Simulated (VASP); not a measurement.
Here is the system:

```
Rh
1.0
    0.00000     1.85960     1.85960
    1.85960     0.00000     1.85960
    1.85960     1.85960     0.00000
Rh
1
Direct
  0.00000   0.00000   0.00000
```

The numbers are results of PBE GGA, VASP's PBE PAW potentials (set 64) (plane waves; VASP), not measurements. Run with 300 eV cut-off, 12×12×12 Γ-centred mesh, Gaussian smearing of 0.20 eV, potentials Rh_pv.

Q: Give the energies of bands 4 to 9 at the high-symmetry points, in eV from the Fermi level.

A: 
```
band      Γ      X      U      L      W
----  -----  -----  -----  -----  -----
4     -8.47  -6.98  -6.10  -6.70  -5.56
5     -3.42  -6.58  -5.25  -3.51  -4.20
6     -3.42   0.61  -2.28  -3.51  -4.20
7     -3.42   1.11  -0.78   0.64  -1.36
8     -1.10   1.11   0.42   0.64   1.11
9     -1.10   3.36   8.36   0.67  10.15
```

It has no gap at this level: it comes out as a metal or semimetal.

The structure comes from a computed database's Rh entry; how it stands against other phases isn't given here. The cell was not relaxed at this level.
